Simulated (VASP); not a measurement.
All values below come from HSE06 screened hybrid, VASP's PBE PAW potentials (set 64) (plane waves; VASP).

VASP input:

INCAR:
```
! general
SYSTEM   = Mg31O32
PREC     = Normal
ENCUT    = 400
LREAL    = Auto   ! projection in real space or not
LASPH    = .True.   ! aspherical one-centre terms
ISYM     = 0
NELECT   = 253.0

! electronic loop
EDIFF    = 1E-5
NELM     = 50
NELMIN   = 4
ALGO     = Normal   ! blocked Davidson

! smearing
ISMEAR   = 0   ! Gaussian
SIGMA    = 0.05   ! width (eV)

! functional
GGA      = PE   ! PBE
LHFCALC  = .True.
AEXX     = 0.25
HFSCREEN = 0.2   ! 1/Angstrom
PRECFOCK = Fast

! spin
ISPIN    = 2
MAGMOM   = 63*0.0476
NUPDOWN  = 3

! ions
ISIF     = 0

! output
LWAVE    = .False.
LCHARG   = .False.
LORBIT   = 10
```

**KPOINTS**
```
Automatic mesh
0
Gamma
1 1 1
0 0 0
```

POSCAR:
```
Mg31O32
1
    8.4869590160     0.0000000000     0.0000000000
    0.0000000000     8.4869590160     0.0000000000
    0.0000000000     0.0000000000     8.4869590160
Mg O
31 32
Direct
  0.4999261536   0.9997787203   0.9999250285
  0.7491227223   0.2504760436   0.0005047498
  0.7493899901   0.9998429974   0.2507666269
  0.9998925779   0.9998732897   0.0001346082
  0.2504599434   0.2502808811   0.0004361636
  0.4997227356   0.4997546927   0.0005246144
  0.7492483773   0.7492280153   0.0002076532
  0.2503450799   0.9995034683   0.2506401907
  0.4996792923   0.2550019274   0.2560328162
  0.7437343565   0.4996418470   0.2565527271
  0.4998968364   0.9993708463   0.5000494368
  0.7442454137   0.2551173605   0.5005729703
  0.7492316252   0.9997801901   0.7496386885
  0.9996414630   0.4999271027   0.0004446627
  0.2503910557   0.7491541254   0.9999777642
  0.9997135811   0.2503725715   0.2510297596
  0.2553090099   0.4995626459   0.2559148795
  0.4998622991   0.7441693532   0.2554274110
  0.0000659950   0.9995852608   0.5001203454
  0.2555246329   0.2550681830   0.5002257519
  0.7443679408   0.7441229550   0.5001778706
  0.2505925530   0.9995853376   0.7493901488
  0.4997277023   0.2554438968   0.7445249628
  0.7441715451   0.4998160720   0.7448688846
  0.9996866422   0.7491012119   0.2506697570
  0.9998093409   0.4996710405   0.5004412371
  0.2557246513   0.7435241014   0.4999815101
  0.9998378669   0.2503560539   0.7497274990
  0.2552477844   0.4995870560   0.7448955014
  0.4998166804   0.7437148857   0.7442401938
  0.9999204820   0.7491258909   0.7494047899
  0.7491454857   0.2503340306   0.2512069192
  0.9996284722   0.4997820452   0.2488302926
  0.0000029721   0.2480452620   0.5004723293
  0.2504276626   0.2501433240   0.2509418388
  0.4996319813   0.4997289523   0.2369724781
  0.7491360494   0.7490743001   0.2508105115
  0.9998219227   0.9996889679   0.2498552440
  0.4997416862   0.2356559206   0.5002300621
  0.7633457821   0.4996930003   0.5006932963
  0.9999535384   0.7510994547   0.5000992046
  0.7491582362   0.2502891597   0.7498294163
  0.9997819505   0.4996975216   0.7519995338
  0.9997269706   0.2496352172   0.0003315412
  0.2504295148   0.7489737678   0.2506226270
  0.4998664508   0.9996038125   0.2483979156
  0.2363977390   0.4994426825   0.5002850371
  0.5000022734   0.7630457423   0.4998307322
  0.7516613824   0.9994795517   0.5002848681
  0.2505418172   0.2501754851   0.7497634481
  0.4997411365   0.4996527234   0.7639709378
  0.7491475545   0.7490827575   0.7494757288
  0.9999759938   0.9997568273   0.7504073601
  0.4997986912   0.2482430441   0.0004429561
  0.7511906844   0.4997969699   0.0005695306
  0.9998019952   0.7501399014   0.0000398226
  0.2484143792   0.9993904100   0.5000532016
  0.2505498725   0.7489594164   0.7493344804
  0.4998528542   0.9994478259   0.7516285792
  0.2481309030   0.4997670498   0.0004327650
  0.4998375319   0.7512212419   0.0000275473
  0.7501572762   0.9998993378   0.0001697160
  0.2496309095   0.9996272724   0.0000078752
```

POTCAR, in this order: Mg O (PBE.64 set). Program: vasp_gam. Read from the step before: WAVECAR.

What VASP printed:

### OSZICAR
```
       N       E                     dE             d eps       ncg     rms          rms(c)
DAV:   1    -0.446360715808E+03   -0.44636E+03   -0.77681E+00   636   0.793E+00    0.184E+00
DAV:   2    -0.446438162506E+03   -0.77447E-01   -0.25842E-01   689   0.136E+00    0.116E+00
DAV:   3    -0.446426675024E+03    0.11487E-01   -0.74525E-02   697   0.990E-01    0.770E-01
DAV:   4    -0.446422646279E+03    0.40287E-02   -0.12837E-02   689   0.372E-01    0.524E-01
DAV:   5    -0.446419393794E+03    0.32525E-02   -0.32824E-03   689   0.171E-01    0.305E-01
DAV:   6    -0.446418175914E+03    0.12179E-02   -0.13286E-03   681   0.121E-01    0.184E-01
DAV:   7    -0.446417911905E+03    0.26401E-03   -0.18536E-03   690   0.106E-01    0.125E-01
DAV:   8    -0.446418080816E+03   -0.16891E-03   -0.16855E-03   713   0.865E-02    0.102E-01
DAV:   9    -0.446418224921E+03   -0.14410E-03   -0.14216E-03   737   0.987E-02    0.895E-02
DAV:  10    -0.446418384995E+03   -0.16007E-03   -0.12506E-03   752   0.831E-02    0.959E-02
DAV:  11    -0.446418534981E+03   -0.14999E-03   -0.13804E-03   753   0.895E-02    0.102E-01
DAV:  12    -0.446418717746E+03   -0.18276E-03   -0.16263E-03   768   0.954E-02    0.111E-01
DAV:  13    -0.446418946396E+03   -0.22865E-03   -0.19785E-03   736   0.101E-01    0.126E-01
DAV:  14    -0.446419224951E+03   -0.27855E-03   -0.25209E-03   760   0.116E-01    0.142E-01
DAV:  15    -0.446419559453E+03   -0.33450E-03   -0.31574E-03   745   0.135E-01    0.158E-01
DAV:  16    -0.446419960883E+03   -0.40143E-03   -0.38152E-03   752   0.148E-01    0.174E-01
DAV:  17    -0.446420428494E+03   -0.46761E-03   -0.45473E-03   744   0.161E-01    0.192E-01
DAV:  18    -0.446420958902E+03   -0.53041E-03   -0.53628E-03   752   0.178E-01    0.208E-01
DAV:  19    -0.446421547174E+03   -0.58827E-03   -0.61500E-03   752   0.192E-01    0.222E-01
DAV:  20    -0.446422179975E+03   -0.63280E-03   -0.68189E-03   744   0.203E-01    0.234E-01
DAV:  21    -0.446422830890E+03   -0.65092E-03   -0.73197E-03   752   0.210E-01    0.242E-01
DAV:  22    -0.446423470466E+03   -0.63958E-03   -0.75995E-03   745   0.215E-01    0.246E-01
DAV:  23    -0.446424070079E+03   -0.59961E-03   -0.75345E-03   752   0.214E-01    0.245E-01
DAV:  24    -0.446424598350E+03   -0.52827E-03   -0.70954E-03   737   0.208E-01    0.238E-01
DAV:  25    -0.446425039136E+03   -0.44079E-03   -0.64363E-03   752   0.197E-01    0.225E-01
DAV:  26    -0.446425392219E+03   -0.35308E-03   -0.54709E-03   721   0.181E-01    0.208E-01
DAV:  27    -0.446425661141E+03   -0.26892E-03   -0.44536E-03   737   0.161E-01    0.188E-01
DAV:  28    -0.446425866791E+03   -0.20565E-03   -0.35035E-03   729   0.141E-01    0.166E-01
DAV:  29    -0.446426029337E+03   -0.16255E-03   -0.26556E-03   729   0.119E-01    0.144E-01
DAV:  30    -0.446426164569E+03   -0.13523E-03   -0.19905E-03   721   0.988E-02    0.124E-01
DAV:  31    -0.446426285070E+03   -0.12050E-03   -0.15201E-03   737   0.824E-02    0.106E-01
DAV:  32    -0.446426398693E+03   -0.11362E-03   -0.12016E-03   705   0.695E-02    0.917E-02
DAV:  33    -0.446426509196E+03   -0.11050E-03   -0.10070E-03   713   0.611E-02    0.812E-02
DAV:  34    -0.446426619401E+03   -0.11021E-03   -0.90019E-04   713   0.565E-02    0.744E-02
DAV:  35    -0.446426730883E+03   -0.11148E-03   -0.84768E-04   713   0.541E-02    0.705E-02
DAV:  36    -0.446426844787E+03   -0.11390E-03   -0.83484E-04   681   0.537E-02    0.688E-02
DAV:  37    -0.446426962223E+03   -0.11744E-03   -0.84515E-04   705   0.541E-02    0.689E-02
DAV:  38    -0.446427084247E+03   -0.12202E-03   -0.87163E-04   689   0.551E-02    0.698E-02
DAV:  39    -0.446427211462E+03   -0.12722E-03   -0.90819E-04   705   0.566E-02    0.717E-02
DAV:  40    -0.446427344659E+03   -0.13320E-03   -0.95759E-04   689   0.587E-02    0.739E-02
DAV:  41    -0.446427484707E+03   -0.14005E-03   -0.10122E-03   705   0.608E-02    0.765E-02
DAV:  42    -0.446427632230E+03   -0.14752E-03   -0.10749E-03   697   0.632E-02    0.795E-02
DAV:  43    -0.446427788034E+03   -0.15580E-03   -0.11487E-03   697   0.662E-02    0.826E-02
DAV:  44    -0.446427953149E+03   -0.16511E-03   -0.12297E-03   713   0.691E-02    0.861E-02
DAV:  45    -0.446428128329E+03   -0.17518E-03   -0.13192E-03   697   0.723E-02    0.898E-02
DAV:  46    -0.446428314834E+03   -0.18651E-03   -0.14206E-03   713   0.760E-02    0.938E-02
DAV:  47    -0.446428513975E+03   -0.19914E-03   -0.15340E-03   705   0.798E-02    0.981E-02
DAV:  48    -0.446428727022E+03   -0.21305E-03   -0.16600E-03   713   0.839E-02    0.103E-01
DAV:  49    -0.446428955477E+03   -0.22845E-03   -0.18022E-03   713   0.881E-02    0.108E-01
DAV:  50    -0.446429200891E+03   -0.24541E-03   -0.19595E-03   721   0.928E-02
   1 F= -.44642920E+03 E0= -.44642920E+03  d E =-.245232E-11  mag=     3.0000
```

**OUTCAR**
```
------------------------ aborting loop EDIFF was not reached (unconverged)  ----------------------------
  volume of cell :      611.30
      direct lattice vectors                 reciprocal lattice vectors
     8.486959016  0.000000000  0.000000000     0.117827834  0.000000000  0.000000000
     0.000000000  8.486959016  0.000000000     0.000000000  0.117827834  0.000000000
     0.000000000  0.000000000  8.486959016     0.000000000  0.000000000  0.117827834
  FREE ENERGIE OF THE ION-ELECTRON SYSTEM (eV)
  ---------------------------------------------------
  free  energy   TOTEN  =      -446.4292008909 eV

  energy  without entropy=     -446.4292008909  energy(sigma->0) =     -446.42920089

  exchange ACFDT corr.  =         0.00000000  see jH, gK, PRB 81, 115126

 total charge

# of ion       s       p       d       tot
------------------------------------------
    1        0.139   0.171   0.073   0.383
    2        0.137   0.168   0.072   0.377
    3        0.137   0.167   0.072   0.376
    4        0.139   0.170   0.073   0.381
    5        0.137   0.167   0.072   0.376
    6        0.151   0.184   0.080   0.414
    7        0.137   0.167   0.072   0.376
    8        0.137   0.167   0.072   0.376
    9        0.138   0.167   0.072   0.377
   10        0.138   0.167   0.072   0.377
   11        0.151   0.183   0.082   0.416
   12        0.138   0.166   0.072   0.376
   13        0.137   0.167   0.072   0.376
   14        0.139   0.170   0.073   0.383
   15        0.137   0.167   0.072   0.376
   16        0.137   0.167   0.072   0.376
   17        0.138   0.168   0.072   0.378
   18        0.138   0.168   0.072   0.378
   19        0.139   0.170   0.074   0.384
   20        0.138   0.168   0.072   0.378
   21        0.138   0.167   0.072   0.377
   22        0.137   0.168   0.072   0.377
   23        0.138   0.167   0.072   0.377
   24        0.138   0.167   0.072   0.377
   25        0.137   0.167   0.072   0.376
   26        0.151   0.184   0.082   0.416
   27        0.138   0.168   0.072   0.378
   28        0.137   0.167   0.072   0.376
   29        0.138   0.167   0.072   0.377
   30        0.138   0.167   0.072   0.377
   31        0.137   0.167   0.072   0.376
   32        1.573   3.570   0.000   5.142
   33        1.575   3.551   0.000   5.126
   34        1.575   3.553   0.000   5.128
   35        1.572   3.573   0.000   5.145
   36        1.586   3.515   0.000   5.102
   37        1.572   3.571   0.000   5.144
   38        1.571   3.576   0.000   5.146
   39        1.578   3.546   0.000   5.124
   40        1.577   3.553   0.000   5.130
   41        1.574   3.556   0.000   5.130
   42        1.573   3.570   0.000   5.142
   43        1.574   3.556   0.000   5.130
   44        1.571   3.573   0.000   5.144
   45        1.572   3.573   0.000   5.144
   46        1.574   3.557   0.000   5.131
   47        1.585   3.522   0.000   5.107
   48        1.586   3.520   0.000   5.105
   49        1.574   3.556   0.000   5.130
   50        1.572   3.571   0.000   5.143
   51        1.582   3.532   0.000   5.114
   52        1.572   3.572   0.000   5.144
   53        1.571   3.574   0.000   5.145
   54        1.575   3.551   0.000   5.127
   55        1.576   3.546   0.000   5.122
   56        1.570   3.576   0.000   5.147
   57        1.575   3.550   0.000   5.126
   58        1.572   3.571   0.000   5.143
   59        1.576   3.549   0.000   5.125
   60        1.573   3.559   0.000   5.133
   61        1.574   3.554   0.000   5.129
   62        1.571   3.574   0.000   5.145
   63        1.570   3.577   0.000   5.147
--------------------------------------------------
tot         54.704 119.092   2.262 176.059

 magnetization (x)

# of ion       s       p       d       tot
------------------------------------------
    1       -0.002  -0.001  -0.000  -0.003
    2       -0.001  -0.001  -0.001  -0.003
    3       -0.001  -0.001  -0.001  -0.002
    4       -0.001  -0.000  -0.000  -0.001
    5       -0.001  -0.001  -0.001  -0.002
    6       -0.004   0.001   0.002  -0.002
    7       -0.001  -0.001  -0.001  -0.003
    8       -0.001  -0.001  -0.001  -0.002
    9       -0.002  -0.001  -0.001  -0.005
   10       -0.002  -0.001  -0.001  -0.005
   11       -0.004   0.001   0.000  -0.002
   12       -0.002  -0.000  -0.001  -0.003
   13       -0.001  -0.001  -0.001  -0.003
   14       -0.002  -0.001  -0.000  -0.003
   15       -0.001  -0.001  -0.000  -0.002
   16       -0.001  -0.001  -0.001  -0.003
   17       -0.002  -0.002  -0.001  -0.005
   18       -0.002  -0.002  -0.001  -0.006
   19       -0.002  -0.001  -0.001  -0.003
   20       -0.002  -0.002  -0.001  -0.005
   21       -0.002  -0.001  -0.001  -0.004
   22       -0.001  -0.001  -0.001  -0.003
...
```
(Selected blocks of OUTCAR.)

### stdout
```
...
DAV:  31    -0.446426285070E+03   -0.12050E-03   -0.15201E-03   737   0.824E-02    0.106E-01
DAV:  32    -0.446426398693E+03   -0.11362E-03   -0.12016E-03   705   0.695E-02    0.917E-02
DAV:  33    -0.446426509196E+03   -0.11050E-03   -0.10070E-03   713   0.611E-02    0.812E-02
DAV:  34    -0.446426619401E+03   -0.11021E-03   -0.90019E-04   713   0.565E-02    0.744E-02
DAV:  35    -0.446426730883E+03   -0.11148E-03   -0.84768E-04   713   0.541E-02    0.705E-02
DAV:  36    -0.446426844787E+03   -0.11390E-03   -0.83484E-04   681   0.537E-02    0.688E-02
DAV:  37    -0.446426962223E+03   -0.11744E-03   -0.84515E-04   705   0.541E-02    0.689E-02
DAV:  38    -0.446427084247E+03   -0.12202E-03   -0.87163E-04   689   0.551E-02    0.698E-02
DAV:  39    -0.446427211462E+03   -0.12722E-03   -0.90819E-04   705   0.566E-02    0.717E-02
DAV:  40    -0.446427344659E+03   -0.13320E-03   -0.95759E-04   689   0.587E-02    0.739E-02
DAV:  41    -0.446427484707E+03   -0.14005E-03   -0.10122E-03   705   0.608E-02    0.765E-02
DAV:  42    -0.446427632230E+03   -0.14752E-03   -0.10749E-03   697   0.632E-02    0.795E-02
DAV:  43    -0.446427788034E+03   -0.15580E-03   -0.11487E-03   697   0.662E-02    0.826E-02
DAV:  44    -0.446427953149E+03   -0.16511E-03   -0.12297E-03   713   0.691E-02    0.861E-02
DAV:  45    -0.446428128329E+03   -0.17518E-03   -0.13192E-03   697   0.723E-02    0.898E-02
DAV:  46    -0.446428314834E+03   -0.18651E-03   -0.14206E-03   713   0.760E-02    0.938E-02
DAV:  47    -0.446428513975E+03   -0.19914E-03   -0.15340E-03   705   0.798E-02    0.981E-02
DAV:  48    -0.446428727022E+03   -0.21305E-03   -0.16600E-03   713   0.839E-02    0.103E-01
DAV:  49    -0.446428955477E+03   -0.22845E-03   -0.18022E-03   713   0.881E-02    0.108E-01
DAV:  50    -0.446429200891E+03   -0.24541E-03   -0.19595E-03   721   0.928E-02

 -----------------------------------------------------------------------------
|                                                                             |
|           W    W    AA    RRRRR   N    N  II  N    N   GGGG   !!!           |
|           W    W   A  A   R    R  NN   N  II  NN   N  G    G  !!!           |
|           W    W  A    A  R    R  N N  N  II  N N  N  G       !!!           |
|           W WW W  AAAAAA  RRRRR   N  N N  II  N  N N  G  GGG   !            |
|           WW  WW  A    A  R   R   N   NN  II  N   NN  G    G                |
|           W    W  A    A  R    R  N    N  II  N    N   GGGG   !!!           |
|                                                                             |
|     The electronic self-consistency was not achieved in the given           |
|     number of steps (NELM). The forces and other quantities evaluated       |
|     might not be reliable so examine the results carefully. If you find     |
|     spurious results, we suggest increasing NELM, if you were close to      |
|     convergence or switching to a different ALGO or adjusting the           |
|     density mixing parameters otherwise.                                    |
|                                                                             |
 -----------------------------------------------------------------------------

   1 F= -.44642920E+03 E0= -.44642920E+03  d E =-.245232E-11  mag=     3.0000
```

Convergence was not reached.

The cell is charged, with a uniform compensating background. The supercell is sampled at Γ alone, which is coarse: total energies, pressure and levels can be off, energies of defects by several tenths of an eV.

The cell is a supercell with a defect, built from MgO (rock salt): vac_Mg, charge +1. The cell's shape comes from a PBE relaxation.
